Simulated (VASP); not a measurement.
An input for Ansatz (written as the equivalent of a VASP run, and not itself run):

Ansatz 0.2 input:
```yaml
crystal:
  lattice:
    - [1.7500000, -3.0310890, 0.0000000]
    - [1.7500000, 3.0310890, 0.0000000]
    - [0.0000000, 0.0000000, 5.5500000]
  atoms:
    - { symbol: Lu, position: [0.3333330, 0.6666670, 0.2500000] }
    - { symbol: Lu, position: [0.6666670, 0.3333330, 0.7500000] }
kpoints:
  mp_grid: { grid: [9, 9, 5] }
hamiltonian:
  xc: pbe
  pseudopotentials: { kind: paw }
scf:
  occupations: { method: methfessel_paxton, width: 0.1 }
  max_iter: 100
output: { forces: true, stress: true, eigenvalues: true }
```

Question: Write the VASP files for the same calculation (PBE).

Answer: One answer among several that fit: 
### INCAR
```
SYSTEM = Lu
PREC = Accurate
ENCUT = 400
EDIFF = 1E-6
NELM = 100
ALGO = Normal
LREAL = .FALSE.
LASPH = .TRUE.
ISMEAR = 1
SIGMA = 0.1
GGA = PE
LMAXMIX = 6
LWAVE = .FALSE.
LCHARG = .FALSE.
ISIF = 2
```

POSCAR:
```
Lu
1
    1.7500000000    -3.0310890000     0.0000000000
    1.7500000000     3.0310890000     0.0000000000
    0.0000000000     0.0000000000     5.5500000000
Lu
2
Direct
  0.3333330000   0.6666670000   0.2500000000
  0.6666670000   0.3333330000   0.7500000000
```

File KPOINTS:
```
Regular mesh
0
Gamma
  9 9 5
0 0 0
```

POTCAR, in this order: Lu_3 (PBE.64 set). Program: vasp_std.

Limits of the translation: each code has its own PAW files, so the cut-off isn't converted (ENCUT is set for VASP's; basis.ecutwfc is left out, and Ansatz then takes the one that its files recommend); Ansatz stops its SCF on the density residual and VASP on the energy change (EDIFF).

The compound is Lu in the hcp structure. The cell was not relaxed at this level.
